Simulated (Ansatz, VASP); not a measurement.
# H15C8S2N3O4F2: VASP beside Ansatz, part 2 of 2

One calculation is typed for both programs; each brings its own data sets. How far apart do they land? The cell is taken from a series of runs on this material, whose earlier steps may have relaxed, scaled, displaced or heated it; both programs get it as it stands.

VASP 6.6.1 and Ansatz 0.2.0.

So far. Step 2 (VASP: single point, PBE with D3(BJ)): The run ends at a pressure of -0.76 GPa, with forces up to 1.3 eV/Å.

## (4) Differences

Known differences besides the potentials themselves: fixed occupations in Ansatz, narrow Gaussian smearing in VASP; the cutoff is 420 eV in Ansatz and 600 eV in VASP (PREC = Accurate, projectors in real space). Total energies have different zeros and are not compared.

Compared:

| quantity | Ansatz | VASP | difference |
| --- | --- | --- | --- |
| pressure (GPa) | -0.37 | -0.76 | +0.40 |
| gap on the k mesh (eV) | 4.181 | 4.215 | -0.033 |

Forces on 8 of the 170 atoms, those with the largest forces and the largest differences (eV/Å; atoms numbered as in POSCAR):

| atom | Ansatz x, y, z | VASP x, y, z |
| --- | --- | --- |
| S133 | 1.040, -0.716, -0.157 | 1.071, -0.653, 0.134 |
| S134 | -0.532, 0.503, 0.251 | -0.801, 0.415, 0.198 |
| S135 | 0.674, -0.492, 0.141 | 0.903, -0.293, 0.181 |
| S136 | -0.161, 0.823, 0.440 | -0.404, 0.669, 0.444 |
| S137 | 0.024, 0.493, 0.137 | -0.250, 0.472, 0.177 |
| S139 | 0.033, -0.135, -0.426 | 0.196, -0.379, -0.366 |
| S140 | 0.076, -0.238, 0.145 | 0.067, -0.507, 0.042 |
| O145 | -0.103, 0.206, 0.101 | -0.157, -0.074, -0.003 |

The forces differ by 72 meV/Å r.m.s., which is 54.1 % of the r.m.s. force of 0.132 eV/Å (both taken over all components). A gap on the mesh is an upper bound, since the band edges may lie between its points.

## (5) Results

* r.m.s. force difference (single point, PBE with D3(BJ)): 72 meV/Å

The r.m.s. force difference is 72 meV/Å (single point, PBE with D3(BJ)), beyond the 12 meV/Å picked in this series as the mark of a large difference. What causes the difference of the single point, PBE with D3(BJ) pair stays open here. Such differences can come from data sets, numerical settings and the points named under the comparisons, not from the functional's error against experiment.

[Hosts, paths, dates, database ids (printed as entryN), source tags and the programs' standing remarks are cut or masked in the printed files.]
